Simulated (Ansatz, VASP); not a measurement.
**Two plane-wave programs on Ti2As**

```
Ti As
1.0
     3.57197    0.00000    0.00000
     0.00000    3.57197    0.00000
     0.00000    0.00000    7.04329
Ti As
4 2
Direct
  0.00000 0.00000 0.00000
  0.50000 0.50000 0.00000
  0.00000 0.50000 0.36490
  0.50000 0.00000 0.63510
  0.00000 0.50000 0.72933
  0.50000 0.00000 0.27067
```

Alike in both runs: functional PBEsol; k mesh 5 × 5 × 3; non-collinear spin, spin-orbit coupling.

Ansatz relaxed the structure, and its values are those at the end. VASP's run is a single point on that final structure, the one shown.

```csv
,VASP,Ansatz
version,VASP 6.6.1,Ansatz 0.2.0
potentials or method,"VASP PAW PBE potentials, release 64 (Ti_sv, As)",PAW plane waves
plane-wave cutoff (eV),520,420
occupations,"fermi-dirac, width 0.1 eV",fermi-dirac
valence electrons in the cell,58,78
```

|  | VASP | Ansatz | Ansatz less VASP |
| --- | --- | --- | --- |
| pressure (GPa) | 5.4 | 5.0 | -0.37 |
| rms of the force components (eV/Å) | 0.003 | 0.001 | -0.0020 |
| net moment per atom (μB) | 0.00 | 0.00 | 0.000 |

The two sets of potentials don't hold the same shells in valence. Ansatz warned: «seeded_moment_not_kept».

Caveats: the PAW data sets were made with another functional, which shifts forces and pressure a little (VASP).
